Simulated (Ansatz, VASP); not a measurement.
# Ta3N5 (Ta3N5 (Cmcm)) in two plane-wave programs, part 2 of 2

Aim: how closely do two programs agree when they are given the same cell, functional and k mesh? The cell is taken from a series of runs on this material, whose earlier steps may have relaxed, scaled, displaced or heated it; both programs get it as it stands.

VASP 6.6.1 and Ansatz 0.2.0.

So far: The starting structure; Ansatz: relaxation of cell and atoms, r2SCAN.

## Step 3: VASP: relaxation of cell and atoms, r2SCAN

Level of this step: r2SCAN; plane waves and PAW (Ta_pv, N) (VASP).

The same cell, functional, mesh and smearing now go to VASP, with its own data sets.

Lines of VASP's logs that name or quote its potential files are left out, and so is its time.

INCAR

```
SYSTEM = Ta3N5
PREC = Accurate
ENCUT = 660
EDIFF = 1E-07
NELM = 120
ISMEAR = -1
SIGMA = 0.01
LREAL = .FALSE.
ALGO = Normal
METAGGA = R2SCAN
LASPH = .TRUE.
NBANDS = 74
LORBIT = 11
LWAVE = .FALSE.
LCHARG = .FALSE.
ISIF = 3
IBRION = 2
NSW = 80
EDIFFG = -0.005
GGA_COMPAT = .FALSE.
NELMIN = 4
EFERMI = MIDGAP
LMIXTAU = .TRUE.
KPAR = 4
```

POSCAR

```
Ta3N5
1.0
    1.9405730000     -5.1385180000      0.0000000000
    1.9405730000      5.1385180000      0.0000000000
    0.0000000000      0.0000000000     10.3094480000
Ta N
6 10
Direct
    0.1970116676      0.8029883324      0.2500000000
    0.8667314194      0.1332685806      0.4399350964
    0.1332685806      0.8667314194      0.5600649036
    0.1332685806      0.8667314194      0.9399349994
    0.8029883324      0.1970116676      0.7500000000
    0.8667314194      0.1332685806      0.0600649036
    0.0471147518      0.9528852482      0.3811550337
    0.6919048792      0.3080946055      0.5740857318
    0.3080946055      0.6919048792      0.4259142682
    0.6919048792      0.3080946055      0.9259142682
    0.2367818893      0.7632181107      0.7500000000
    0.3080946055      0.6919048792      0.0740857318
    0.0471147518      0.9528852482      0.1188449663
    0.9528852482      0.0471147518      0.8811550337
    0.7632181107      0.2367818893      0.2500000000
    0.9528852482      0.0471147518      0.6188449663
```

KPOINTS

```
Automatic mesh
0
Gamma
7 7 3
0 0 0
```

Potentials, in the order of the species: Ta_pv and N (PBE family, release 64).

Started as:

```
$ mpirun -np 4 vasp_std
```

Numbers of over 12 decimals in the logs are rounded to 6 here.

The log of the run:

```text
[banner, memory and clock lines left out]
running    4 mpi-ranks, on    1 nodes
 distrk:  each k-point on    1 cores,    4 groups
 distr:  one band on    1 cores,    1 groups

 POSCAR found type information on POSCAR TaN
 POSCAR found :  2 types and      16 ions
|                                                                             |
|               ----> ADVICE to this user running VASP <----                  |
|                                                                             |
|     You enforced a specific xc type in the INCAR file but a different       |
|     [... a line on the potential file left out ...]
|     I HOPE YOU KNOW WHAT YOU ARE DOING!                                     |
|                                                                             |

 LDA part: xc-table for (None), standard interpolation
 POSCAR, INCAR and KPOINTS ok, starting setup
 FFT: planning ... GRIDC
 FFT: planning ... GRID_SOFT
 FFT: planning ... GRID
 WAVECAR not read
 entering main loop
       N       E                     dE             d eps       ncg     rms          rms(c)
DAV:   1     0.100862434900E+04    0.10086E+04   -0.73443E+04  4736   0.195E+03
DAV:   2    -0.358068623785E+03   -0.13667E+04   -0.13094E+04  5478   0.542E+02
DAV:   3    -0.471489816135E+03   -0.11342E+03   -0.11200E+03  5562   0.155E+02
DAV:   4    -0.474657437460E+03   -0.31676E+01   -0.31479E+01  5784   0.259E+01
DAV:   5    -0.474740941003E+03   -0.83504E-01   -0.83343E-01  5784   0.368E+00    0.750E+01
DAV:   6    -0.420623926926E+03    0.54117E+02   -0.18862E+02  6212   0.524E+01    0.291E+01
DAV:   7    -0.407656607571E+03    0.12967E+02   -0.13111E+01  5488   0.148E+01    0.129E+01
DAV:   8    -0.408466267324E+03   -0.80966E+00   -0.42320E+00  5156   0.105E+01    0.342E+00
DAV:   9    -0.402841752916E+03    0.56245E+01   -0.27429E+00  4990   0.941E+00    0.113E+00
DAV:  10    -0.403063995510E+03   -0.22224E+00   -0.33337E-01  5762   0.268E+00    0.117E+00
DAV:  11    -0.402911337741E+03    0.15266E+00   -0.89594E-02  5240   0.137E+00    0.757E-01
DAV:  12    -0.403394622394E+03   -0.48328E+00   -0.16307E-01  4960   0.197E+00    0.265E-01
DAV:  13    -0.403422246411E+03   -0.27624E-01   -0.28009E-02  5480   0.747E-01    0.178E-01
DAV:  14    -0.403422544385E+03   -0.29797E-03   -0.52690E-03  5400   0.391E-01    0.742E-02
DAV:  15    -0.403422744754E+03   -0.20037E-03   -0.27630E-03  5048   0.302E-01    0.532E-02
DAV:  16    -0.403424444618E+03   -0.16999E-02   -0.13222E-03  5000   0.204E-01    0.180E-02
DAV:  17    -0.403424789469E+03   -0.34485E-03   -0.84546E-05  5694   0.592E-02    0.160E-02
DAV:  18    -0.403424846549E+03   -0.57081E-04   -0.67212E-05  5056   0.444E-02    0.682E-03
DAV:  19    -0.403424848947E+03   -0.23977E-05   -0.97124E-06  5368   0.177E-02    0.709E-03
DAV:  20    -0.403424861511E+03   -0.12564E-04   -0.51012E-06  5120   0.128E-02    0.145E-03
DAV:  21    -0.403424861937E+03   -0.42634E-06   -0.80434E-07  5208   0.431E-03    0.193E-03
DAV:  22    -0.403424861964E+03   -0.27099E-07   -0.35307E-07  4496   0.313E-03
   1 F= -.40342486E+03 E0= -.40342486E+03  d E =-.403425E+03
[...]
2 F= -.40342491E+03 E0= -.40342491E+03  d E =-.466888E-04
[...]
3 F= -.40342491E+03 E0= -.40342491E+03  d E =-.485189E-04
[...]
4 F= -.40342493E+03 E0= -.40342493E+03  d E =-.173549E-04
[...]
5 F= -.40342493E+03 E0= -.40342493E+03  d E =-.174923E-04
 curvature:  -0.47 expect dE=-0.895E-05 dE for cont linesearch -0.261E-08
 trial: gam= 0.13912 g(F)=  0.151E-04 g(S)=  0.386E-05 ort = 0.101E-05 (trialstep = 0.449E+00)
 search vector abs. value=  0.228E-04
 bond charge predicted
       N       E                     dE             d eps       ncg     rms          rms(c)
DAV:   1    -0.403424933751E+03   -0.57949E-05   -0.85259E-04  4784   0.128E-01    0.112E-02
DAV:   2    -0.403424934985E+03   -0.12346E-05   -0.30388E-05  4910   0.247E-02    0.560E-03
DAV:   3    -0.403424934988E+03   -0.30486E-08   -0.22297E-06  5800   0.748E-03    0.207E-03
DAV:   4    -0.403424935134E+03   -0.14579E-06   -0.55044E-07  4644   0.418E-03    0.107E-03
DAV:   5    -0.403424935241E+03   -0.10728E-06   -0.16036E-07  2956   0.241E-03    0.629E-04
DAV:   6    -0.403424935251E+03   -0.99481E-08   -0.12128E-07  2620   0.211E-03
   6 F= -.40342494E+03 E0= -.40342494E+03  d E =-.727553E-05
 trial-energy change:   -0.000007  1 .order   -0.000007   -0.000009   -0.000006
 step:   1.4406(harm=  1.4406)  dis= 0.00050  next Energy=  -403.424942 (dE=-0.137E-04)
 reached required accuracy - stopping structural energy minimisation
```

Parts of OUTCAR (step 3):

```text
ion  position               nearest neighbor table
   1  0.197  0.803  0.250-   7 2.05  13 2.05  15 2.06  15 2.06   9 2.14  12 2.14   2 3.26   2 3.26
                             6 3.26   6 3.26   3 3.26   4 3.26
   2  0.867  0.133  0.440-   7 1.95   9 2.04   9 2.04  16 2.05  15 2.23   8 2.27   3 3.01   1 3.26
                             1 3.26   5 3.26   3 3.33   3 3.33
   3  0.133  0.867  0.560-  16 1.95   8 2.04   8 2.04   7 2.05  11 2.23   9 2.27   2 3.01   5 3.26
                             5 3.26   1 3.26   2 3.33   2 3.33
   4  0.133  0.867  0.940-  14 1.95  10 2.04  10 2.04  13 2.05  11 2.23  12 2.27   6 3.01   5 3.26
                             5 3.26   1 3.26   6 3.33   6 3.33
   5  0.803  0.197  0.750-  14 2.05  16 2.05  11 2.06  11 2.06  10 2.14   8 2.14   4 3.26   4 3.26
                             3 3.26   3 3.26   6 3.26   2 3.26
   6  0.867  0.133  0.060-  13 1.95  12 2.04  12 2.04  14 2.05  15 2.23  10 2.27   4 3.01   1 3.26
                             1 3.26   5 3.26   4 3.33   4 3.33
   7  0.047  0.953  0.381-   2 1.95   3 2.05   1 2.05
   8  0.692  0.308  0.574-   3 2.04   3 2.04   5 2.14   2 2.27
   9  0.308  0.692  0.426-   2 2.04   2 2.04   1 2.14   3 2.27
  10  0.692  0.308  0.926-   4 2.04   4 2.04   5 2.14   6 2.27
  11  0.237  0.763  0.750-   5 2.06   5 2.06   4 2.23   3 2.23
  12  0.308  0.692  0.074-   6 2.04   6 2.04   1 2.14   4 2.27
  13  0.047  0.953  0.119-   6 1.95   4 2.05   1 2.05
  14  0.953  0.047  0.881-   4 1.95   6 2.05   5 2.05
  15  0.763  0.237  0.250-   1 2.06   1 2.06   6 2.23   2 2.23
  16  0.953  0.047  0.619-   3 1.95   2 2.05   5 2.05

  LATTYP: Found a base centered orthorhombic cell.
 ALAT       =     3.8811460000
 B/A-ratio  =     2.6479385213
 C/A-ratio  =     2.6562896629

 Subroutine GETGRP returns: Found  8 space group operations
 (whereof  4 operations were pure point group operations)

The static configuration has the point symmetry C_2h.
 The point group associated with its full space group is D_2h.

 Found     32 irreducible k-points:

   k-points           NKPTS =     32   k-points in BZ     NKDIM =     32   number of bands    NBANDS=     74

   dimension x,y,z NGX =    48 NGY =   48 NGZ =   90
   dimension x,y,z NGXF=    96 NGYF=   96 NGZF=  180

   ENCUT  =  660.0 eV  48.51 Ry    6.96 a.u.  11.51 11.51 21.60*2*pi/ulx,y,z

   NELECT =     116.0000    total number of electrons

 k-points in reciprocal lattice and weights: Automatic mesh
   0.00000000  0.00000000  0.00000000       0.007
   0.14285714  0.00000000  0.00000000       0.027
   0.28571429  0.00000000  0.00000000       0.027
   0.42857143  0.00000000  0.00000000       0.027
   0.14285714  0.14285714  0.00000000       0.014
   0.28571429  0.14285714  0.00000000       0.027
   0.42857143  0.14285714  0.00000000       0.027
  -0.42857143  0.14285714  0.00000000       0.027
  -0.28571429  0.14285714  0.00000000       0.027
[...]
0.42857143  0.42857143  0.33333333       0.027
  -0.42857143  0.42857143  0.33333333       0.027

 average (electrostatic) potential at core
       1 -45.0691       2 -44.8539       3 -44.8539       4 -44.8539       5 -45.0692
       6 -44.8539       7 -66.3486       8 -66.4806       9 -66.4806      10 -66.4806
      11 -66.5832      12 -66.4806      13 -66.3485      14 -66.3486      15 -66.5832
      16 -66.3486

 E-fermi :   4.4624

 k-point     1 :       0.0000    0.0000    0.0000
  band No.  band energies     occupation
    ...
     54       2.7265      2.00000
     55       2.7956      2.00000
     56       3.0920      2.00000
     57       3.3358      2.00000
     58       3.6020      2.00000
     59       5.4663      0.00000
     60       5.6814      0.00000
     61       6.0897      0.00000
     62       6.4126      0.00000
     63       6.7926      0.00000
    ...

 k-point     2 :       0.1429    0.0000    0.0000
  band No.  band energies     occupation
    ...
     54       2.6956      2.00000
     55       2.8159      2.00000
     56       2.9145      2.00000
     57       3.1013      2.00000
     58       3.4705      2.00000
     59       5.9903      0.00000
     60       6.0148      0.00000
     61       6.1588      0.00000
     62       6.6355      0.00000
     63       6.8094      0.00000
    ...

 k-point     3 :       0.2857    0.0000    0.0000
  band No.  band energies     occupation
    ...
     54       2.5644      2.00000
     55       2.7831      2.00000
     56       2.8102      2.00000
     57       2.9983      2.00000
     58       3.4882      2.00000
     59       5.8843      0.00000
     60       6.4495      0.00000
     61       6.6393      0.00000
     62       6.9004      0.00000
     63       6.9937      0.00000
    ...

  Total        0.0238820     -0.0065219     -0.0060369      0.0000000      0.0000000      0.0000000
  in kB        0.1860982     -0.0508212     -0.0470423      0.0000000      0.0000000      0.0000000
  external PRESSURE =       0.0294116 kB  Pullay stress =       0.0000000 kB

  energy-cutoff  :      660.00
  volume of cell :      205.61
      direct lattice vectors                 reciprocal lattice vectors
     1.940321440 -5.138784898  0.000000000     0.257689262 -0.097299266 -0.000000000
     1.940321440  5.138784898 -0.000000000     0.257689262  0.097299266  0.000000000
     0.000000000 -0.000000000 10.310386007     0.000000000  0.000000000  0.096989579

 POSITION                                       TOTAL-FORCE (eV/Angst)
 -----------------------------------------------------------------------------------
      1.94032      3.11536      2.57760         0.000000      0.003021      0.000000
      1.94032     -3.76872      4.53690         0.000000      0.001143     -0.001758
      1.94032      3.76872      5.77349        -0.000000     -0.001143      0.001758
      1.94032      3.76872      9.69209        -0.000000     -0.001143     -0.001758
      1.94032     -3.11536      7.73279         0.000000     -0.003021      0.000000
      1.94032     -3.76872      0.61830         0.000000      0.001143      0.001758
      1.94032      4.65467      3.93011         0.000000      0.003296     -0.000883
      1.94032     -1.97235      5.91837        -0.000000     -0.003881      0.001682
      1.94032      1.97235      4.39202         0.000000      0.003881     -0.001682
      1.94032     -1.97235      9.54721         0.000000     -0.003881     -0.001682
      1.94032      2.70405      7.73279         0.000000     -0.004077      0.000000
      1.94032      1.97235      0.76317         0.000000      0.003881      0.001682
      1.94032      4.65467      1.22508         0.000000      0.003296      0.000883
      1.94032     -4.65467      9.08530         0.000000     -0.003296     -0.000883
      1.94032     -2.70405      2.57760         0.000000      0.004077      0.000000
      1.94032     -4.65467      6.38028         0.000000     -0.003296      0.000883
 -----------------------------------------------------------------------------------
    total drift:                                0.002064     -0.000030      0.000285

  FREE ENERGIE OF THE ION-ELECTRON SYSTEM (eV)
  ---------------------------------------------------
  free  energy   TOTEN  =      -403.4249352513 eV

  energy  without entropy=     -403.4249352513  energy(sigma->0) =     -403.42493525

 reached required accuracy - stopping structural energy minimisation

 total charge
# of ion       s       p       d       tot
------------------------------------------
    1        0.362   6.306   2.142   8.810
    2        0.369   6.315   2.194   8.877
    3        0.369   6.315   2.194   8.877
    4        0.369   6.315   2.194   8.877
    5        0.362   6.306   2.142   8.810
    6        0.369   6.315   2.194   8.877
    7        1.271   2.552   0.000   3.824
    8        1.259   2.583   0.000   3.842
    9        1.259   2.583   0.000   3.842
   10        1.259   2.583   0.000   3.842
   11        1.254   2.559   0.000   3.813
   12        1.259   2.583   0.000   3.842
   13        1.271   2.552   0.000   3.824
   14        1.271   2.552   0.000   3.824
   15        1.254   2.559   0.000   3.813
   16        1.271   2.552   0.000   3.824
--------------------------------------------------
tot         14.828  63.529  13.060  91.416

[... 3 further parts left out ...]
```

CONTCAR:

```
Ta3N5
   1.00000000000000
     1.9403214398517712   -5.1387848984876152    0.0000000000000000
     1.9403214398517712    5.1387848984876152   -0.0000000000000000
     0.0000000000000000   -0.0000000000000000   10.3103860067615116
  Ta              N
     6    10
Direct
     0.1968777538087398    0.8031222461912604    0.2500000000000000
     0.8666932200303866    0.1333067799696133    0.4400315463771469
     0.1333067799696133    0.8666932200303866    0.5599684536228531
     0.1333067799696133    0.8666932200303866    0.9400314493771496
     0.8031222461912604    0.1968777538087398    0.7500000000000000
     0.8666932200303866    0.1333067799696133    0.0599684536228532
     0.0471044244854745    0.9528955755145256    0.3811795501400213
     0.6919078909683420    0.3080915937316632    0.5740197738732233
     0.3080915937316632    0.6919078909683420    0.4259802261267766
     0.6919078909683420    0.3080915937316632    0.9259802261267767
     0.2368980726355378    0.7631019273644621    0.7500000000000000
     0.3080915937316632    0.6919078909683420    0.0740197738732234
     0.0471044244854745    0.9528955755145256    0.1188204498599787
     0.9528955755145256    0.0471044244854745    0.8811795501400214
     0.7631019273644621    0.2368980726355378    0.2500000000000000
     0.9528955755145256    0.0471044244854745    0.6188204498599786
```

The run keeps the 8 symmetry operations of its start, so it cannot find a distortion of lower symmetry.

## Step 4: Comparison

Known differences besides the potentials themselves: VASP keeps PBE cores, Ansatz makes them for the functional; the data sets hold 128 valence electrons in Ansatz (on its PAW soft_1 files) and 116 in VASP; the cutoff is 500 eV in Ansatz and 660 eV in VASP; Ansatz adds a Pulay correction to the stress that steers its cell, VASP none. Total energies have different zeros and are not compared.

Compared:

```tsv
quantity	Ansatz	VASP	difference
volume (Å³)	204.51	205.61	-0.53 %
edge a after relaxation, in the typed setting (Å)	5.482	5.493	-0.19 %
edge c after relaxation, in the typed setting (Å)	10.294	10.310	-0.16 %
```

## Step 5: Results

* difference in volume (relaxation of cell and atoms, r2SCAN): -0.53 %

The difference in volume is -0.53 % (relaxation of cell and atoms, r2SCAN), within the 1.2 % picked in this series as the mark of a large difference, as far as the stopping tolerances let one tell. The data sets hold unlike numbers of valence electrons (128 in Ansatz and 116 in VASP), so part of the differences comes from the potentials. How closely two codes agree says nothing of how well the functional describes the real material.

[Lines on the potential files, build, host, timing and source positions are cut from VASP's logs without a mark.]

[Logs are printed without paths, hosts, clocks, repeated set-up lines and the standing remarks that a program may print on its own settings, such as how far it seeks lower states.]

[Hosts, paths, dates, database ids (printed as entryN), source tags and the programs' standing remarks are cut or masked in the printed files.]
